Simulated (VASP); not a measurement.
Here is a VASP 6.6.1 calculation.

File INCAR:

```
ALGO = Normal
EDIFF = 1E-6
EDIFFG = -0.01
ENCUT = 600
GGA = PE
IBRION = 2
ISIF = 3
ISMEAR = 1
LASPH = T
LCHARG = F
LREAL = F
LWAVE = F
NELM = 80
NSW = 90
PREC = Accurate
SIGMA = 0.1
```

The input KPOINTS:

```
k-points
0
Gamma
  16 16 16
```

Contents of POSCAR:

```
Ag
1.0
    0.0000000000      2.0427500000      2.0427500000
    2.0427500000      0.0000000000      2.0427500000
    2.0427500000      2.0427500000      0.0000000000
Ag
1
Direct
    0.0000000000      0.0000000000      0.0000000000
```

Potentials or basis: VASP PAW PBE potentials, release 64 (Ag).

Launch:

```bash
$ cat potpaw_PBE.64/Ag/POTCAR > POTCAR
$ mpirun -np 1 vasp_std > vasp.out
```

(1) Predict the relaxed cell.

(2) What does it give for the relaxed volume?

Results:

(1) a = 2.931 Å, b = 2.931 Å, c = 2.931 Å, α = 60.00°, β = 60.00°, γ = 60.00°.

(2) 17.81 Å³/atom.
